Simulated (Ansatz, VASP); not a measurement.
# TiGe in two plane-wave programs, part 2 of 2

Aim: how closely do two programs agree when they are given the same cell, functional and k mesh? The cell is invented: As first built, before any earlier steps moved the atoms (in the runner's words): it takes the ZrTi structure with some of its atoms replaced by other elements, volume scaled by an estimate. It may not be a known or stable phase. The cell is taken from a series of VASP runs on this material, whose earlier steps may have relaxed, scaled or displaced it; both programs get it as it stands.

VASP 6.6.1 and Ansatz 0.2.0.

So far: The structure; VASP: band structure, HSEsol.

### Step 3. Ansatz: band structure, HSEsol

Level of this step: Ansatz beside VASP: Kohn-Sham DFT, plane waves, HSEsol (Ansatz).

Ansatz runs on its default PAW (the set named soft_2) files.

The same cell, functional, mesh and smearing now go to Ansatz, which takes its cutoff from its data sets.

input.yaml reads:

```yaml
crystal:
  lattice:
    - [2.8870288867, 0.0, 0.0]
    - [0.0, 2.8870288867, 0.0]
    - [0.0, 0.0, 3.813630462]
  atoms:
    - { symbol: Ge, position: [0.5, 0.5, 0.5] }
    - { symbol: Ti, position: [0.0, 0.0, 0.0] }
hamiltonian:
  xc:
    exchange: hjs_pbesol
    correlation: pbesol
    exx: { coeff: 0.25, omega: 0.2 }
  pseudopotentials: { kind: paw }
kpoints:
  mp_grid: { grid: [5, 5, 4] }
  band_path:
    path:
      - [0.0, 0.0, 0.0]
      - [0.0, 0.44444, 0.0]
      - [0.33333, 0.5, 0.0]
      - [0.27778, 0.27778, 0.0]
      - [0.0, 0.0, 0.11111]
      - [0.0, 0.0, 0.5]
      - [0.0, 0.44444, 0.5]
      - [0.33333, 0.5, 0.5]
      - [0.27778, 0.27778, 0.5]
      - [0.0, 0.5, 0.11111]
      - [0.5, 0.5, 0.0]
      - [0.5, 0.5, 0.5]
    npoints: 1
scf:
  occupations: { method: gaussian, width: 0.02 }
  n_extra_bands: 7
output:
  forces: true
  stress: true
  eigenvalues: true
  write_density: true
  write_potential: true
  elf: true
  volumetric_format: npy
```

On the command line:

```console
ansatz run input.yaml --threads 4 --pin off --max-ram 9216MiB --backend cpu --events-out ev --progress --plain --runs-dir out
```

Numbers of over 12 decimals in the logs are rounded to 6 here.

The log of the run:

```text
Warning: output.stress: scf.convergence.dr2_threshold = 1e-7 eV (the SCF's general default) is looser than the 2e-10 eV advised for a printed stress (1e-10 eV for each atom of the cell: 2). What an SCF threshold leaves in a stress goes as its square root, and in the free energy as the threshold itself, and one threshold admits the most on a small cell: [figures from the program's tests cut] Set scf.convergence.dr2_threshold to 2e-10 eV or tighter. The threshold is an SCF's pass mark: one that does not reach it within its budget of iterations ends unconverged, or closes short of it on a stop that the run arms, and scf.convergence.dr2_threshold's page says what that costs each kind of run
Warning: output.stress: scf.exx.energy_threshold = 1e-6 eV is looser than the 2e-8 eV advised for a stress under a hybrid functional (1e-8 eV for each atom of the cell: 2). Every SCF of the exchange loop can meet its threshold on dr2 while the loop round them stops early: no threshold on dr2 bounds what that leaves in the stress. Set scf.exx.energy_threshold to 2e-8 eV or tighter. The threshold is the loop's pass mark: a loop that does not reach it within its budget of cycles ends unconverged, and scf.exx.energy_threshold's page has the law
scf.n_extra_bands = 7 over 13 filled bands (N_el = 26.0): the run solves 20 bands
Engine: ansatz 0.2.0, aarch64-unknown-linux-gnu
Pseudopotentials: kind: paw
Pseudopotential: Ge, paw, valence charge 14, recommended cutoff 420 eV (normal), Ge.paw.azcp
Pseudopotential: Ti, paw, valence charge 12, recommended cutoff 420 eV (normal), Ti.paw.azcp
Functional definition: unnamed
  parameter a_1 = 0.25
  parameter omega_1 = 0.2/angstrom
  exchange = pbe_x(mu = 0.123457) + (-a_1)*hjs_pbesol_x_sr(omega_1) + a_1*exact_x_sr(omega_1)
  correlation = pbe_c(beta = 0.046)
Crystal: 2 atoms, lattice volume = 31.786 Å³
Basis set: ecut = 420 eV, 625 PW (Γ), exchange–correlation on 40×40×54 points (8 copies of the dense FFT grid, shifted against one another)
Bands: 20, of which v1, the nominal top of the filled ones, is band 13 counted from 1 (12 counted from 0)
Symmetry: 16 space group operations
Space group: P4/mmm (ITA 123), of the structure as read, at distance tolerance 3.2e-5 Å
k-points: 18 of 100
Non-local potential: Ge, projectors of the file, l = 0: 2, l = 1: 2, l = 2: 3, l = 3: 1
Non-local potential: Ti, projectors of the file, l = 0: 3, l = 1: 2, l = 2: 3, l = 3: 1
PAW form: soft (Blöchl's): semilocal exchange-correlation on the pseudo side does not see the compensation charge
PAW frozen core: Ge, regenerated for the run's functional, and the local potential with it (the file was generated under x = pbe(κ = 0.804, μ = 0.219515), c = pbe(β = 0.066725))
PAW frozen core: Ti, regenerated for the run's functional, and the local potential with it (the file was generated under x = pbe(κ = 0.804, μ = 0.219515), c = pbe(β = 0.066725))
PAW one-centre angular grid: Ge, 590 points (default); XC on 64 Gauss nodes
PAW one-centre angular grid: Ti, 590 points (default); XC on 64 Gauss nodes
Initial density: superposition of atomic densities (neutral atoms: chi_scale 0, normalization atom), corrected by the library's trained network
Initial wavefunctions: pseudopotential atomic-orbital guess
Functional: x = pbesol(κ = 0.804, μ = 0.123457), c = pbesol(β = 0.046), warm-up for x = hjs_pbesol + 0.25 (exact − hjs_pbesol) at short range (ω = 0.2 Å⁻¹), c = pbesol(β = 0.046)
SCF iter   1: F=—  HF=-6728.339771 eV  |F-HF|=—  |Δ(HF+E_count)|=         —  Δρ=7.19e-3  dr2=1.54e-2  ethr=1.77e-3  ⟨swp⟩=6.2  Hψ=1383  notcnv=0
preconditioner: auto → none  [insulator: Δε(μ)=0.028 eV  Ē_g=19.651 eV  σ=0.020 eV  W_gap=0.65  n_scr=6 (ndim 8)  ℏωp=27.9 eV  f_vac=0.000  D(μ)=4.71/eV (n_scr^D=82)]
iter 2 solved again at ethr=4.86e-6 eV; its pass at ethr=5.93e-5 eV (dr2=1.26e-3 eV) is discarded
SCF iter   2: F=—  HF=-6728.334759 eV  |F-HF|=—  |Δ(HF+E_count)|=   5.01e-3  Δρ=2.35e-3  dr2=1.27e-3  ethr=4.86e-6  ⟨swp⟩=2.3  Hψ=1542  notcnv=0
SCF iter   3: F=—  HF=-6728.334635 eV  |F-HF|=—  |Δ(HF+E_count)|=   1.24e-4  Δρ=9.92e-4  dr2=1.82e-4  ethr=4.86e-6  ⟨swp⟩=2.3  Hψ=633  notcnv=0
SCF iter   4: F=—  HF=-6728.334641 eV  |F-HF|=—  |Δ(HF+E_count)|=   6.41e-6  Δρ=1.00e-4  dr2=1.00e-6  ethr=6.99e-7  ⟨swp⟩=3.0  Hψ=678  notcnv=0
SCF iter   5: F=—  HF=-6728.334642 eV  |F-HF|=—  |Δ(HF+E_count)|=   1.03e-6  Δρ=3.11e-5  dr2=1.48e-7  ethr=3.85e-9  ⟨swp⟩=4.0  Hψ=901  notcnv=0
SCF iter   6: F=—  HF=-6728.334642 eV  |F-HF|=—  |Δ(HF+E_count)|=   1.06e-7  Δρ=3.90e-6  dr2=3.05e-9  ethr=5.69e-10  ⟨swp⟩=3.1  Hψ=740  notcnv=0
SCF iter   7: F=—  HF=-6728.334642 eV  |F-HF|=—  |Δ(HF+E_count)|=   3.11e-9  Δρ=1.02e-6  dr2=3.32e-10  ethr=1.17e-11  ⟨swp⟩=3.3  Hψ=776  notcnv=0
SCF iter   8: F=-6728.334642 eV  HF=-6728.334642 eV  |F-HF|=1.82e-12  |Δ(HF+E_count)|=  3.64e-10  Δρ=1.76e-7  dr2=5.40e-12  ethr=1.28e-12  ⟨swp⟩=3.9  Hψ=782  notcnv=0
SCF 1 converged in 8 iterations: F = -6728.334642 eV  dr2 = 5.40e-12
  greatest PAW one-centre occupation: 0.999 electrons in one spin orbital (limit 2), on the Ti atom at site 1 (counted from 0), in its partial waves of l = 0
Initial density: handed on by an earlier stage of this run
Initial wavefunctions: those handed on with the density
[...]
Frozen-core exchange: fock
[...]
preconditioner: auto → none  [insulator: Δε(μ)=0.120 eV  Ē_g=9.701 eV  σ=0.020 eV  W_gap=0.88  n_scr=6 (ndim 8)  ℏωp=18.6 eV  f_vac=0.000  D(μ)=2.33/eV (n_scr^D=28)]
SCF iter   2: F=—  HF=-6747.915186 eV  |F-HF|=—  |Δ(HF+E_count)|=   6.44e-5  Δρ=1.71e-4  dr2=7.95e-5  ethr=4.82e-7  ⟨swp⟩=2.6  Hψ=636  notcnv=0
SCF iter   3: F=-6747.915710 eV  HF=-6747.915715 eV  |F-HF|=5.42e-6  |Δ(HF+E_count)|=   5.30e-4  Δρ=2.39e-4  dr2=1.13e-5  ethr=2.03e-8  ⟨swp⟩=4.2  Hψ=817  notcnv=0
SCF 4 stopped early in 3 iterations: F = -6747.915710 eV  dr2 = 1.13e-5
hybrid outer 3: dexx = +6.187e-4 eV, tail = 8.60e-4 eV, Δε = 8.20e-2 eV (about 1.03e-2 eV left of the loop's levels)
Exchange kernel: α = 0.2500, screened, ω = 0.2000 Å⁻¹, Wigner–Seitz truncation, v(0) = 1100.4344 eV·Å³, q-mesh 5×5×4, nearest image of the exchange supercell L = 14.44 Å, pair-density grid 15×15×18, without the augmentation charges, whose exchange is taken in its separable form by FFT convolution over the k-point mesh (sized by the pseudopotential files, 20×20×27 at the most), smooth part of the exact exchange by density-matrix convolution
Frozen-core exchange: fock
SCF iter   1: F=—  HF=-6747.915693 eV  |F-HF|=—  |Δ(HF+E_count)|=         —  Δρ=9.78e-5  dr2=7.67e-6  ethr=5.66e-7  ⟨swp⟩=3.2  Hψ=771  notcnv=0
preconditioner: auto → none  [insulator: Δε(μ)=0.123 eV  Ē_g=9.704 eV  σ=0.020 eV  W_gap=0.88  n_scr=6 (ndim 8)  ℏωp=18.6 eV  f_vac=0.000  D(μ)=2.33/eV (n_scr^D=28)]
SCF iter   2: F=—  HF=-6747.915691 eV  |F-HF|=—  |Δ(HF+E_count)|=   1.12e-6  Δρ=1.84e-5  dr2=3.62e-6  ethr=1.71e-8  ⟨swp⟩=2.7  Hψ=612  notcnv=0
SCF iter   3: F=—  HF=-6747.915735 eV  |F-HF|=—  |Δ(HF+E_count)|=   4.32e-5  Δρ=6.54e-5  dr2=1.88e-6  ethr=2.28e-10  ⟨swp⟩=4.3  Hψ=1195  notcnv=0
SCF iter   4: F=—  HF=-6747.915734 eV  |F-HF|=—  |Δ(HF+E_count)|=   5.33e-7  Δρ=1.13e-5  dr2=1.40e-7  ethr=2.28e-10  ⟨swp⟩=3.9  Hψ=864  notcnv=0
SCF iter   5: F=—  HF=-6747.915735 eV  |F-HF|=—  |Δ(HF+E_count)|=   5.53e-7  Δρ=1.53e-5  dr2=4.17e-8  ethr=7.00e-11  ⟨swp⟩=4.2  Hψ=838  notcnv=0
SCF iter   6: F=-6747.915735 eV  HF=-6747.915735 eV  |F-HF|=9.96e-10  |Δ(HF+E_count)|=   1.83e-8  Δρ=1.59e-6  dr2=8.99e-9  ethr=7.00e-11  ⟨swp⟩=3.1  Hψ=753  notcnv=0
SCF 5 converged in 6 iterations: F = -6747.915735 eV  dr2 = 8.99e-9
  Residual-converged pass: ⟨swp⟩=3.0  Hψ=653  notcnv=0  max |occ|·‖R‖ = 2.4e-6 eV (tolerance 2.4e-6 eV)  dr2=9.04e-9  dr2_onsite=8.54e-10  max |Δocc| = 1.3e-18
hybrid outer 4: dexx = +1.217e-6 eV, tail = 3.01e-6 eV, Δε = 3.67e-3 eV (about 2.31e-4 eV left of the loop's levels)
Exchange kernel: α = 0.2500, screened, ω = 0.2000 Å⁻¹, Wigner–Seitz truncation, v(0) = 1100.4344 eV·Å³, q-mesh 5×5×4, nearest image of the exchange supercell L = 14.44 Å, pair-density grid 15×15×18, without the augmentation charges, whose exchange is taken in its separable form by FFT convolution over the k-point mesh (sized by the pseudopotential files, 20×20×27 at the most), smooth part of the exact exchange by density-matrix convolution
Frozen-core exchange: fock
SCF iter   1: F=—  HF=-6747.915735 eV  |F-HF|=—  |Δ(HF+E_count)|=         —  Δρ=3.71e-6  dr2=2.45e-9  ethr=5.13e-10  ⟨swp⟩=3.6  Hψ=840  notcnv=0
preconditioner: auto → none  [insulator: Δε(μ)=0.123 eV  Ē_g=9.705 eV  σ=0.020 eV  W_gap=0.88  n_scr=6 (ndim 8)  ℏωp=18.6 eV  f_vac=0.000  D(μ)=2.33/eV (n_scr^D=28)]
SCF iter   2: F=-6747.915735 eV  HF=-6747.915735 eV  |F-HF|=2.64e-11  |Δ(HF+E_count)|=   1.19e-9  Δρ=6.26e-7  dr2=1.02e-9  ethr=4.75e-12  ⟨swp⟩=3.2  Hψ=780  notcnv=0
SCF 6 converged in 2 iterations: F = -6747.915735 eV  dr2 = 1.02e-9
  Residual-converged pass: ⟨swp⟩=2.0  Hψ=531  notcnv=0  max |occ|·‖R‖ = 2.2e-6 eV (tolerance 2.4e-6 eV)  dr2=1.02e-9  dr2_onsite=2.16e-11  max |Δocc| = 8.5e-21
hybrid outer 5: dexx = +2.923e-9 eV, tail = 2.10e-9 eV, Δε = 1.81e-4 eV (about 7.75e-5 eV left of the loop's levels), ΔF = 3.94e-31 eV/Å (tail inf)
NSCF: frozen V_eff on 12 k-points
hybrid SCF converged: 5 outer / 23 inner (+8 warm-up), last move |dexx| = 2.92e-9 eV, tail = 2.10e-9 eV
Stability not checked: this state was not tested for a lower state beside it, because the functional holds exact exchange (a hybrid, or Hartree-Fock), whose exchange loop this test does not read (fock_operator; see scf.lower_state_search)
Free energy (F): -6747.915735 eV
Frozen-core exchange: fock
Harris-Foulkes:  -6747.915735 eV  (|F-HF|=2.64e-11)
Internal energy: -6747.915269 eV  (E = F + TS)
E sigma→0 (E₀):  -6747.915502 eV
Entropy (-TS):   -0.000466 eV (-0.233 meV/atom)
Fermi energy:    14.624705 eV
--- Per-component energies (eV) ---
  E_band       = -284.040049
  E_kinetic    = 385.216011
  E_local      = -2768.775814  (includes V_loc(G=0)·N_el)
  E_nonlocal   = 429.489845
  E_hartree    = 1204.403045
  E_xc         = -140.047818
  E_vxc        = -150.973634  (∫ρ·V_xc dr)
  E_exx        = -94.478095  (= α·E_x^exact, valence–valence)
  E_paw        = -2959.929124  (= ΣΔE_a)
  E_vpaw       = -398.846699  (= ΣTr[D̂ρ^β])
  E_aug_tail   = 0.000386  (compensation charges beyond the density's cutoff)
  E_ewald      = -2804.017574
  E_core_change = 0.223868  (= ΣΔE_core)
  E_smearing   = -0.000466  (= −TS)
  E_closure    = -0.000000  (closes the sum)
  Σ components = -6747.915735   (vs F -6747.915735, Δ=0.00e0)
--- Forces (eV/Å), atoms counted from 1 ---
  atom   1  Ge     0.00000000     0.00000000     0.00000000
  atom   2  Ti    -0.00000000    -0.00000000     0.00000000
  max |Σ_I F_I| component: 5.92e-31 eV/Å
--- Stress (GPa, compression-positive) ---
       -7.412834       0.000000       0.000000
        0.000000      -7.412834       0.000000
        0.000000       0.000000      -3.158734
  P = ⅓ Tr σ = -5.9948 GPa (-59.948 kbar)
--- Band table (eV; the first three rows and the last of 18) ---
  k-point 0: bands = [... 9 lower, 0.5817, 11.9448, 12.4172, 12.5124, 16.9938, 16.9938, 18.4022, 19.6143, ... 3 higher]
  k-point 1: bands = [... 9 lower, 1.1619, 8.7974, 12.6105, 14.5178, 16.1340, 16.1340, 18.4108, 21.2510, ... 3 higher]
  k-point 2: bands = [... 9 lower, 1.9774, 6.8700, 12.7133, 15.4133, 15.6005, 15.6005, 18.4195, 23.0461, ... 3 higher]
  k-point 17: bands = [... 9 lower, 6.8339, 10.0356, 10.3262, 12.2420, 16.6537, 16.8856, 16.9844, 17.2688, ... 3 higher]
```

The job ended after 26 s (4 threads of Arm Neoverse V1, shared host; peak memory 0.81 GiB; 93 s of CPU time).

In the SCF lines HF is the Harris–Foulkes energy and dr2 the Hartree energy of the density residual, in eV; the loop may stop once dr2 is under the threshold and the program's other checks hold. Hψ counts applications of the Hamiltonian.

### Step 4. Differences

Known differences besides the potentials themselves: exact exchange at q = 0 is treated differently, which shows on coarse meshes; VASP keeps PBE cores, Ansatz makes them for the functional; the cutoff is 420 eV in Ansatz and 410 eV in VASP; VASP takes a coarser grid for exact exchange (PRECFOCK = Fast). Total energies have different zeros and are not compared.

Levels from 3 eV below to 2 eV above the Fermi level differ by 4 meV r.m.s. and 11 meV at most; each VASP level is matched to the nearest of Ansatz, which flatters the figure a little.

### Step 5. Results

| Quantity | Value |
| --- | --- |
| r.m.s. difference of levels near the Fermi level (band structure, HSEsol) | 3.8 meV |

What this shows: The r.m.s. difference of levels near the Fermi level is 3.8 meV (band structure, HSEsol), within the 80 meV picked in this series as the mark of a large difference. How closely two codes agree says nothing of how well the functional describes the real material.

[Lines on the potential files, build, host, timing and source positions are cut from VASP's logs without a mark.]

[Logs are printed without paths, hosts, clocks, repeated set-up lines and the standing remarks that a program may print on its own settings, such as how far it seeks lower states.]

[Hosts, paths, dates, database ids (printed as entryN), source tags and the programs' standing remarks are cut or masked in the printed files.]
